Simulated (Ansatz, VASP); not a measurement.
CsZn4Hg3: VASP beside Ansatz

INCAR

```
PREC = Accurate ; ENCUT = 520
EDIFF = 1E-7 ; ISMEAR = 1
SIGMA = 0.0146 ; LREAL = False
LASPH = True ; NELM = 100
ALGO = Normal ; ISIF = 2
LWAVE = False ; LCHARG = True
GGA = PE ; LELF = True
LVHAR = True ; NBANDS = 56
```

KPOINTS

```
Automatic mesh
0
Gamma
  6 6 3
```

Contents of POSCAR:

```
CsZn4Hg3
1.0
    4.2676510000      0.0000000000      0.0000000000
    0.0000000000      4.2676510000      0.0000000000
    0.0000000000      0.0000000000     10.7955050000
Cs Zn Hg
1 4 3
Direct
    0.0000000000      0.0000000000      0.5000000000
    0.0000000000      0.5000000000      0.1548700000
    0.5000000000      0.0000000000      0.1548700000
    0.0000000000      0.5000000000      0.8451300000
    0.5000000000      0.0000000000      0.8451300000
    0.5000000000      0.5000000000      0.2837300000
    0.5000000000      0.5000000000      0.7162700000
    0.0000000000      0.0000000000      0.0000000000
```

Input for Ansatz:

```yaml
crystal:
  lattice:
    - [4.267651, 0.0, 0.0]
    - [0.0, 4.267651, 0.0]
    - [0.0, 0.0, 10.795505]
  atoms:
    - { symbol: Cs, position: [0.0, 0.0, 0.5] }
    - { symbol: Zn, position: [0.0, 0.5, 0.15487] }
    - { symbol: Zn, position: [0.5, 0.0, 0.15487] }
    - { symbol: Zn, position: [0.0, 0.5, 0.84513] }
    - { symbol: Zn, position: [0.5, 0.0, 0.84513] }
    - { symbol: Hg, position: [0.5, 0.5, 0.28373] }
    - { symbol: Hg, position: [0.5, 0.5, 0.71627] }
    - { symbol: Hg, position: [0.0, 0.0, 0.0] }
  symmetry: { tolerance: 0.0003 }
kpoints:
  mp_grid: { grid: [6, 6, 3], shift: [0, 0, 0] }
  band_path:
    path:
      - [0.0, 0.0, 0.0]
      - [0.0, 0.5, 0.0]
      - [0.5, 0.5, 0.0]
      - [0.0, 0.0, 0.0]
      - [0.0, 0.0, 0.5]
      - [0.0, 0.5, 0.5]
      - [0.5, 0.5, 0.5]
      - [0.0, 0.0, 0.5]
      - [0.0, 0.5, 0.0]
      - [0.0, 0.5, 0.5]
      - [0.5, 0.5, 0.0]
    npoints: 6
magnetization:
  spin_polarized: false
scf:
  occupations: { method: methfessel_paxton, width: 0.0146 }
  lower_state_search: "off"
  max_iter: 200
hamiltonian:
  pseudopotentials: { kind: paw }
  xc: pbe
basis:
  ecutwfc: 420
  fft_grid_basis: typed
output:
  forces: true
  stress: true
  eigenvalues: true
  bader: true
  populations: true
  elf: true
  write_potential: true
  volumetric_format: npy
  dos:
    e_range: [-12, 8]
    de: 0.05
    projected: { site_lists: { Cs: [Cs], Hg: [Hg], Zn: [Zn] } }
checkpoint:
  read: saved_state
```

The cell was built by a generator and needn't be a form met in nature.

Alike in both runs: task single point; functional PBE; k mesh 6 × 6 × 3; occupations methfessel-paxton of order 1, width 0.0146 eV; no spin polarisation.

|  | VASP | Ansatz |
| --- | --- | --- |
| version | VASP 6.6.1 | Ansatz 0.2.0 |
| potentials or method | VASP PAW PBE potentials, release 64 (Cs_sv, Zn, Hg) | PAW plane waves |
| plane-wave cutoff (eV) | 520 | 420 |
| valence electrons in the cell | 93 | 117 |

|  | VASP | Ansatz | Ansatz less VASP |
| --- | --- | --- | --- |
| pressure (GPa) | 7.0 | 6.7 | -0.31 |
| largest component of the traceless stress (GPa) | 0.92 | 0.90 | -0.018 |
| rms of the force components (eV/Å) | 0.493 | 0.469 | -0.0238 |

Atom by atom the forces differ by 0.024 eV/Å (rms over components). The functional is the same, so the differences come from potentials, cutoffs and numerics. The two sets of potentials don't hold the same shells in valence.

Caveats: forces of over 1 eV/Å show positions far from the minimum, so gaps and moduli don't describe the material at rest. The runs have no spin-orbit coupling, so splittings on Cs, Hg are missing.
